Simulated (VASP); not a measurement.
Data:

```xyz
5
Lattice="4.3669 0.0000 0.0000 0.0000 4.3669 0.0000 0.0000 0.0000 4.3669" Properties=species:S:1:pos:R:3 pbc="T T T"
Tl     0.0000     0.0000     0.0000
Sn     2.1834     2.1834     2.1834
F      0.0000     2.1834     2.1834
F      2.1834     2.1834     0.0000
F      2.1834     0.0000     2.1834
```

Calculation: PBE GGA, VASP's PBE PAW potentials (set 64) (plane waves; VASP 6.6.1). Numerical set-up: 400 eV cut-off, 5×5×5 Γ-centred mesh, Gaussian smearing of 0.050 eV, potentials Tl_d Sn_d F.

At this cut-off the stress carries a Pulay error, which pulls relaxed volumes low.

### Question
Give the stress tensor in GPa (positive for a compressed cell).

### Answer

```
10.09   0.00   0.00
 0.00  10.09   0.00
 0.00   0.00  10.09
```
The pressure is its mean diagonal, 10.09 GPa.

The structure was generated: TlSnF3 was put into an ordered model structure, which need not be its known phase. The cell was not relaxed at this level.
